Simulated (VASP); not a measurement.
The input files of a VASP run:

KPOINTS:
```
Automatic mesh
0
Gamma
8 8 8
0 0 0
```

POSCAR:
```
CdO
1
    0.0000000000     2.3910499327     2.3910499327
    2.3910499327     0.0000000000     2.3910499327
    2.3910499327     2.3910499327     0.0000000000
Cd O
1 1
Direct
  0.0000000000   0.0000000000   0.0000000000
  0.5000000000   0.5000000000   0.5000000000
```

INCAR:
```
! general
SYSTEM =CdO
PREC   =Accurate
ENCUT  =520   ! plane-wave cut-off (eV)
LREAL  =.FALSE.   ! projection in real space or not
LASPH  =.TRUE.

! electronic loop
EDIFF  =1E-6   ! SCF stop (eV)
NELM   =100   ! most electronic steps
ALGO   =Normal   ! blocked Davidson
LMAXMIX=4

! smearing
ISMEAR =0   ! Gaussian
SIGMA  =0.05

! functional
GGA    =PE   ! PBE

! output
LWAVE  =.TRUE.
LCHARG =.FALSE.
```

POTCAR, in this order: Cd O (PBE.64 set). Program: vasp_std.

**Question.** Write an equivalent input for Ansatz.

**Answer.** One equivalent input (not run):
Ansatz 0.2 input:
```yaml
crystal:
  lattice:
    - [0.0000000, 2.3910499, 2.3910499]
    - [2.3910499, 0.0000000, 2.3910499]
    - [2.3910499, 2.3910499, 0.0000000]
  atoms:
    - { symbol: Cd, position: [0.0000000, 0.0000000, 0.0000000] }
    - { symbol: O, position: [0.5000000, 0.5000000, 0.5000000] }
kpoints:
  mp_grid: { grid: [8, 8, 8] }
hamiltonian:
  xc: pbe
  pseudopotentials: { kind: paw }
scf:
  occupations: { method: gaussian, width: 0.05 }
  max_iter: 100
output: { forces: true, stress: true, eigenvalues: true }
```
The two are equivalent in intent, not identical: each code has its own PAW files, so the cut-off isn't converted (ENCUT is set for VASP's; basis.ecutwfc is left out, and Ansatz then takes the one that its files recommend); Ansatz stops its SCF on the density residual and VASP on the energy change (EDIFF).

The compound is CdO in the rock salt structure. It was relaxed first, which changed the volume by +5 %.
